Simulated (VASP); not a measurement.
These are PBE GGA, VASP's PBE PAW potentials (set 64) (plane waves; VASP) values and carry that method's errors.

A VASP calculation is set up with these files.

KPOINTS:
```
Automatic mesh
0
G
  15 15 15
```

POSCAR:
```
Na
1
   -1.6641724740     1.6641724740     1.6641724740
    1.6641724740    -1.6641724740     1.6641724740
    1.6641724740     1.6641724740    -1.6641724740
Na
1
Direct
  1.0000000000   1.0000000000   1.0000000000
```

INCAR:
```
# general
SYSTEM  = Na
PREC    = Accurate
ENCUT   = 500
LREAL   = .False.
LASPH   = .True.

# electronic loop
EDIFF   = 1E-6
NELM    = 100
ALGO    = Normal

# smearing
ISMEAR  = 1
SIGMA   = 0.1

# functional
GGA     = PE

# ions
IBRION  = 2
NSW     = 40
ISIF    = 3
EDIFFG  = -0.02
PSTRESS = 200

# output
LWAVE   = .False.
LCHARG  = .False.
```

POTCAR, in this order: Na_pv (PBE.64 set). Program: vasp_std.

**Question.** Predict the energy per atom (σ→0), volume per atom, band gap (on the k-mesh).

**Answer.** 
```yaml
energy per atom (σ→0): -0.649 eV/atom
band gap (on the k-mesh): none (metal, semimetal or under 0.01 eV)
volume_per_atom: 18.41 Å³/atom
```

**OSZICAR**
```
...
   2 F= 0.16486364E+01 E0= 0.16487682E+01  d E =0.243469E-04
       N       E                     dE             d eps       ncg     rms          rms(c)
DAV:   1    -0.649330301361E+00   -0.68493E-02   -0.10234E-02  1680   0.242E+00    0.122E-01
DAV:   2    -0.649095733079E+00    0.23457E-03   -0.28482E-04  1680   0.394E-01    0.615E-02
DAV:   3    -0.649021928481E+00    0.73805E-04   -0.13472E-04  1757   0.259E-01    0.634E-03
DAV:   4    -0.649016847025E+00    0.50815E-05   -0.54737E-06  1736   0.579E-02    0.548E-04
DAV:   5    -0.649016803193E+00    0.43832E-07   -0.17201E-08   917   0.209E-03
   3 F= 0.16486038E+01 E0= 0.16487353E+01  d E =-.828222E-05
```

The compound is Na in the bcc structure. This run relaxes it under an external pressure of 20 GPa. Symmetry was kept, so distortions that lower it aren't found.
